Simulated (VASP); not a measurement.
Input:

```xyz
4
Lattice="3.1884 0.0000 0.0000 -1.5942 2.7612 0.0000 0.0000 0.0000 5.2890" Properties=species:S:1:pos:R:3 pbc="T T T"
B      1.5942     0.9204     2.6465
B      0.0000     1.8408     0.0020
P      1.5942     0.9204     4.6259
P      0.0000     1.8408     1.9814
```

Computed with r2SCAN meta-GGA, VASP's PBE PAW potentials (set 64) (plane waves; VASP). Numerical set-up: 520 eV cut-off, 9×9×5 Γ-centred mesh, tetrahedra with Blöchl corrections, potentials B P.

Give the energies of bands 3 to 11 at the high-symmetry points, in eV from the valence-band maximum.

```
band      Γ      M      K      A      L      H
----  -----  -----  -----  -----  -----  -----
3     -9.86  -9.16  -7.87  -5.53  -9.55  -9.27
4     -2.26  -7.70  -7.87  -5.53  -9.55  -9.27
5     -2.26  -6.76  -7.84  -1.38  -3.66  -6.78
6     -0.46  -4.61  -5.28  -1.38  -3.66  -6.78
7      0.00  -4.42  -5.28  -1.38  -3.54  -3.03
8      0.00  -2.20  -5.06  -1.38  -3.54  -3.03
9      2.94   1.39   1.21   4.06   2.42   3.45
10     2.94   4.07   7.91   4.06   2.42   3.45
11     3.43   4.77   7.91   4.43   2.97   5.26
```

The gap is indirect, 1.21 eV, from the valence maximum at Γ to the conduction minimum at K.

The structure comes from a computed database's BP entry (P6_3mc); how it stands against other phases isn't given here. It was relaxed first.
